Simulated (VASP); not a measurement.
An input for Quantum ESPRESSO's pw.x (written as the equivalent of a VASP run, and not itself run):

```
&CONTROL
  calculation = 'vc-relax'
  pseudo_dir = './pseudo'
  outdir = './out'
  tprnfor = .true.
  tstress = .true.
  nstep = 60
  forc_conv_thr = 0.00039
/
&SYSTEM
  ibrav = 0
  nat = 1
  ntyp = 1
  ecutwfc = 56.6
  occupations = 'smearing'
  smearing = 'methfessel-paxton'
  degauss = 0.00735
  input_dft = 'pbe'
  vdw_corr = 'grimme-d3'
  dftd3_version = 3
  dftd3_threebody = .false.
/
&ELECTRONS
  conv_thr = 7.3e-08
  electron_maxstep = 100
/
&IONS
/
&CELL
/
ATOMIC_SPECIES
  Ba 137.327 Ba.upf
CELL_PARAMETERS angstrom
    -2.4888659    2.4888659    2.4888659
     2.4888659   -2.4888659    2.4888659
     2.4888659    2.4888659   -2.4888659
ATOMIC_POSITIONS crystal
  Ba   0.0000000  0.0000000  0.0000000
K_POINTS automatic
  9 9 9 0 0 0
```

Translate this input to VASP (INCAR, KPOINTS, POSCAR, choice of POTCAR).

Several could match; the one computed here: 
KPOINTS:
```
Automatic mesh
0
Gamma
9 9 9
0 0 0
```

### INCAR
```
ALGO=Normal
EDIFF=1E-6
EDIFFG=-0.01
ENCUT=520
GGA=PE
IBRION=2
ISIF=3
ISMEAR=1
IVDW=11
LASPH=T
LCHARG=F
LMAXMIX=4
LREAL=F
LWAVE=F
NELM=100
NSW=60
PREC=Accurate
SIGMA=0.1
SYSTEM=Ba
```

**POSCAR**
```
Ba
1
   -2.4888659443     2.4888659443     2.4888659443
    2.4888659443    -2.4888659443     2.4888659443
    2.4888659443     2.4888659443    -2.4888659443
Ba
1
Direct
  0.0000000000   0.0000000000   0.0000000000
```

POTCAR, in this order: Ba_sv (PBE.64 set). Program: vasp_std.

The two are equivalent in intent, not identical: the potentials are each code's own (VASP's PAW set, PseudoDojo norm-conserving files in pw.x), so ENCUT and ecutwfc are chosen apart and not converted; conv_thr bounds pw.x's estimated SCF error, while EDIFF bounds the energy change between steps; forc_conv_thr acts on force components and is met together with etot_conv_thr.

The compound is Ba in the bcc structure. It was relaxed first. The start is the result of an earlier pass.
